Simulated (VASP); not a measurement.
Level of theory: PBE GGA with spin-orbit coupling, VASP's PBE PAW potentials (set 64) (plane waves; VASP).

A VASP calculation is set up with these files.

### POSCAR
```
WSi2
1
   -1.6050000000     1.6050000000     3.9150000000
    1.6050000000    -1.6050000000     3.9150000000
    1.6050000000     1.6050000000    -3.9150000000
Si W
2 1
Direct
  0.6650000000   0.6650000000   0.0000000000
  0.3350000000   0.3350000000   0.0000000000
  0.0000000000   0.0000000000   0.0000000000
```

**INCAR**
```
# general
SYSTEM        = WSi2
PREC          = Accurate
ENCUT         = 300
LREAL         = F
LASPH         = T

# electronic loop
EDIFF         = 1E-6
NELM          = 100
ALGO          = Normal
LMAXMIX       = 6

# smearing
ISMEAR        = -1
SIGMA         = 0.1

# functional
GGA           = PE
GGA_COMPAT    = F

# spin
MAGMOM        = 9*0.0
LSORBIT       = T
LNONCOLLINEAR = T

# ions
ISIF          = 2

# output
LWAVE         = F
LCHARG        = F
LORBIT        = 11
```

### KPOINTS
```
Regular mesh
0
Gamma
10 10 10
```

POTCAR, in this order: Si W_sv (PBE.64 set). Program: vasp_ncl.

Problem. What will the output report for the number of irreducible k-points (NKPTS), largest plane-wave count, number of space-group operations, FFT grid (NGX, NGY, NGZ)?

Solution. 
The number of irreducible k-points (NKPTS) comes out as 102. The largest plane-wave count is 990 and the number of space-group operations is 16. The FFT grid (NGX, NGY, NGZ) is 28 × 28 × 28.

The structure is a typed WSi2 crystal. The cell was not relaxed at this level. The run is one of a series of settings (GGA_COMPAT = .FALSE., LNONCOLLINEAR = .TRUE., LSORBIT = .TRUE., MAGMOM = 0.0 0.0 0.0 0.0 0.0 0.0 0.0 0.0 0.0, program vasp_ncl against the base run), some of them coarse on purpose.
